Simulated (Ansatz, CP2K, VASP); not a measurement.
# One structure in several programs: LaBi₂ClO₄ (P1, 8 atoms in the cell)

Self-consistent single point, at a second geometry (atoms moved at random). First geometry:

```
LaBi2ClO4
1.0
    3.98890     0.00000     0.00000
    0.00000     3.98890     0.00000
    0.00000     0.00000     9.33319
La Bi Cl O
1 2 1 4
Cartesian
  0.00000   0.00000   0.00000
  1.99445   1.99445   2.59817
  1.99445   1.99445   6.73502
  0.00000   0.00000   4.66660
  0.00000   1.99445   1.50880
  0.00000   1.99445   7.82439
  1.99445   0.00000   1.50880
  1.99445   0.00000   7.82439
```

Second geometry:
```yaml
crystal:
  lattice:
    - [3.98890, 0.00000, 0.00000]
    - [0.00000, 3.98890, 0.00000]
    - [0.00000, 0.00000, 9.33319]
  atoms:
    - { symbol: La, position: [0.00709, 0.98327, 0.99936] }
    - { symbol: Bi, position: [0.50216, 0.48084, 0.27588] }
    - { symbol: Bi, position: [0.49630, 0.50259, 0.71954] }
    - { symbol: Cl, position: [0.00024, 0.99457, 0.50717] }
    - { symbol: O, position: [0.00116, 0.49049, 0.16357] }
    - { symbol: O, position: [0.99980, 0.51174, 0.84046] }
    - { symbol: O, position: [0.50117, 0.01448, 0.15598] }
    - { symbol: O, position: [0.49207, 0.02203, 0.83804] }
```

Shared settings, as Ansatz (a quantum-chemistry and plane-wave program) writes them: kpoints.mp_grid.grid = 6 6 3; scf.occupations.method = fermi_dirac; scf.occupations.width = 0.02 eV. Potentials and cutoffs stand in the table.

| code | model | ΔF from the first geometry (meV/atom) | pressure (GPa) | largest force (eV/Å) | gap on the mesh (eV) | cutoff |
|---|---|---|---|---|---|---|
| VASP | LDA (PZ), VASP's LDA PAW potentials (set 64) | 12.2 | -8.93 | 0.785 | 1.236 | 400 eV |
| CP2K | LDA (Pade form), GPW, DZVP-MOLOPT-SR-GTH basis, GTH-PADE potentials (GTH_POTENTIALS) | 12.6 | -4.42 | 0.674 | 1.115 | grid 500 Ry |
| Ansatz | LDA (PW92), default PAW files made with PBE | 12.0 | -6.95 | 0.855 | 1.249 | default |

Size of the force on each atom (eV/Å): Sizes of forces hide their directions.

```csv
code,La1,Bi2,Bi3,Cl4,O5,O6,O7,O8
VASP,0.636,0.394,0.785,0.126,0.258,0.426,0.683,0.504
CP2K,0.674,0.248,0.448,0.133,0.266,0.342,0.651,0.504
Ansatz,0.636,0.448,0.855,0.126,0.260,0.453,0.668,0.502
```

Gaps are read on the mesh.

On Ansatz's run: spin-orbit coupling is off.

The spread over the programs that give each value: ΔF from the first geometry within 0.6 meV/atom; pressure within 4.51 GPa; largest force within 0.181 eV/Å; gap on the mesh within 0.134 eV.

CP2K uses small atom-centred bases, whose incompleteness enters pressures, forces and empty levels differently from a plane-wave cutoff. Ansatz's pressure is given at a fixed set of plane waves, as the other plane-wave codes print theirs; with its correction for the finite basis it is -6.49 GPa (the shift of 0.46 GPa shows how far the cutoff is from converged). The same LDA comes in different parametrisations, which differ slightly. In the pressure, CP2K (by 3.53) lies more than 1 GPa from the median of the plane-wave programs. In the gap, CP2K (by 0.127) lies more than 0.12 eV from the median of the plane-wave programs. In the force vectors, CP2K (by 0.394) lies more than 0.08 eV/Å from the median of the plane-wave programs.

VASP's run is marked for a possible Pulay error in its stress at this cutoff; no cutoff test was made.

The starting cell comes from a database of computed structures (which also holds hypothetical and non-ambient phases and stackings), without a prior relaxation at this level. For this run, on top of that: atoms moved at random.

Keys are those of Ansatz 0.2.
